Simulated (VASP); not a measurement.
Here is the system:

```xyz
3
Lattice="0.0000 3.4979 3.4979 3.4979 0.0000 3.4979 3.4979 3.4979 0.0000" Properties=species:S:1:pos:R:3 pbc="T T T"
Sr     0.0000     0.0000     0.0000
Cl     1.7490     1.7490     1.7490
Cl     5.2469     5.0469     5.2469
```

All values below come from r2SCAN meta-GGA, VASP's PBE PAW potentials (set 64) (plane waves; VASP 6.6.1). Settings: 480 eV cut-off, 6×6×6 Γ-centred mesh, Gaussian smearing of 0.050 eV, potentials Sr_sv Cl.

Which forces act on the atoms, in eV/Å?

```tsv
atom	Fx	Fy	Fz
Sr1	0.000	-0.284	0.000
Cl2	0.000	-0.313	0.000
Cl3	0.000	0.597	0.000
```

Give the stress tensor in GPa (positive for a compressed cell).

```
 0.22   0.00  -0.99
 0.00   0.54   0.00
-0.99   0.00   0.22
```
The pressure is its mean diagonal, 0.33 GPa.

The compound is SrCl2 in the fluorite structure. This cell was strained or had an atom moved on purpose.
